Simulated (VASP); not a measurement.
These are PBE GGA, VASP's PBE PAW potentials (set 64) (plane waves; VASP) values and carry that method's errors.

VASP input:

**INCAR**
```
! general
SYSTEM=CaO
PREC  =Accurate
ENCUT =600
LREAL =.FALSE.
LASPH =.TRUE.

! electronic loop
EDIFF =1E-7
NELM  =100
ALGO  =Normal

! smearing
ISMEAR=0
SIGMA =0.05

! functional
GGA   =PE

! ions
ISIF  =2

! output
LWAVE =.FALSE.
LCHARG=.FALSE.
```

KPOINTS:
```
Automatic mesh
0
Gamma
10 10 10
0 0 0
```

**POSCAR**
```
CaO
1
    0.0000000000     2.4921345635     2.4921345635
    2.4921345635     0.0000000000     2.4921345635
    2.4921345635     2.4921345635     0.0000000000
Ca O
1 1
Direct
  0.0000000000   0.0000000000   0.0000000000
  0.5000000000   0.5000000000   0.5000000000
```

POTCAR, in this order: Ca_sv O (PBE.64 set). Program: vasp_std.

The run wrote:

### OSZICAR
```
       N       E                     dE             d eps       ncg     rms          rms(c)
DAV:   1     0.138400683965E+03    0.13840E+03   -0.93254E+03  1128   0.150E+03
DAV:   2    -0.646004585343E+01   -0.14486E+03   -0.13675E+03  1284   0.346E+02
DAV:   3    -0.141818506710E+02   -0.77218E+01   -0.76559E+01  1440   0.811E+01
DAV:   4    -0.144596496509E+02   -0.27780E+00   -0.27758E+00  1636   0.141E+01
DAV:   5    -0.144640295913E+02   -0.43799E-02   -0.43794E-02  1448   0.168E+00    0.859E+00
DAV:   6    -0.128066609397E+02    0.16574E+01   -0.93909E+00  1316   0.271E+01    0.396E+00
DAV:   7    -0.127423492282E+02    0.64312E-01   -0.81809E-01  1568   0.851E+00    0.179E+00
DAV:   8    -0.127430039315E+02   -0.65470E-03   -0.86876E-02  1212   0.332E+00    0.438E-01
DAV:   9    -0.127411945697E+02    0.18094E-02   -0.26453E-02  1432   0.121E+00    0.147E-01
DAV:  10    -0.127417405960E+02   -0.54603E-03   -0.26058E-03  1188   0.500E-01    0.268E-02
DAV:  11    -0.127417829227E+02   -0.42327E-04   -0.39505E-04  1656   0.155E-01    0.304E-02
DAV:  12    -0.127417702493E+02    0.12673E-04   -0.56948E-05  1284   0.775E-02    0.574E-03
DAV:  13    -0.127417696178E+02    0.63143E-06   -0.49431E-06  1536   0.207E-02    0.982E-04
DAV:  14    -0.127417692854E+02    0.33246E-06   -0.34247E-07  1376   0.678E-03    0.706E-04
DAV:  15    -0.127417693676E+02   -0.82250E-07   -0.78818E-08   760   0.329E-03
   1 F= -.12741769E+02 E0= -.12741769E+02  d E =-.978767E-23
```

File OUTCAR:
```
------------------------ aborting loop because EDIFF is reached ----------------------------------------
  FORCE on cell =-STRESS in cart. coord.  units (eV):
  Direction    XX          YY          ZZ          XY          YZ          ZX
  --------------------------------------------------------------------------------------
  Total       -1.5043126     -1.5043126     -1.5043126      0.0000000      0.0000000      0.0000000
  in kB      -77.8581737    -77.8581737    -77.8581737      0.0000000      0.0000000      0.0000000
  external PRESSURE =     -77.8581737 kB  Pullay stress =       0.0000000 kB
  volume of cell :       30.96
      direct lattice vectors                 reciprocal lattice vectors
     0.000000000  2.492134564  2.492134564    -0.200631221  0.200631221  0.200631221
     2.492134564  0.000000000  2.492134564     0.200631221 -0.200631221  0.200631221
     2.492134564  2.492134564  0.000000000     0.200631221  0.200631221 -0.200631221
  FREE ENERGIE OF THE ION-ELECTRON SYSTEM (eV)
  ---------------------------------------------------
  free  energy   TOTEN  =       -12.7417693676 eV

  energy  without entropy=      -12.7417693676  energy(sigma->0) =      -12.74176937
```
(Selected blocks of OUTCAR.)

The compound is CaO in the rock salt structure. This cell was strained or had an atom moved on purpose.
